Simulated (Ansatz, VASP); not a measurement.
**GaGe: VASP beside Ansatz**

```
CELL_PARAMETERS angstrom
0.00000 2.89784 2.89784
2.89784 0.00000 2.89784
2.89784 2.89784 0.00000
ATOMIC_POSITIONS crystal
Ga 0.75000 0.75000 0.75000
Ge 0.00000 0.00000 0.00000
```

The cell comes from a database or a generator and needn't be the stable form of this composition.

Alike in both runs: task single point; functional PBEsol; k mesh 14 × 14 × 14; occupations gaussian, width 0.15 eV; no spin polarisation.

|  | VASP | Ansatz |
| --- | --- | --- |
| version | VASP 6.6.1 | Ansatz 0.2.0 |
| potentials or method | VASP PAW PBE potentials, release 64 (Ga_d, Ge_d) | scalar-relativistic, plane waves, PAW |
| plane-wave cutoff (eV) | 520 | 420 |
| valence electrons in the cell | 27 | 27 |

|  | VASP | Ansatz | Ansatz less VASP |
| --- | --- | --- | --- |
| gap on the k mesh at the Fermi level (eV) | none | none | - |
| pressure (GPa) | -2.5 | -2.5 | +0.02 |

A gap of «none» marks a metal or a gap that the smearing closes. The functional is the same, so the differences come from potentials, cutoffs and numerics.

Caveats: the PAW data sets were made with another functional, which shifts forces and pressure a little (VASP).
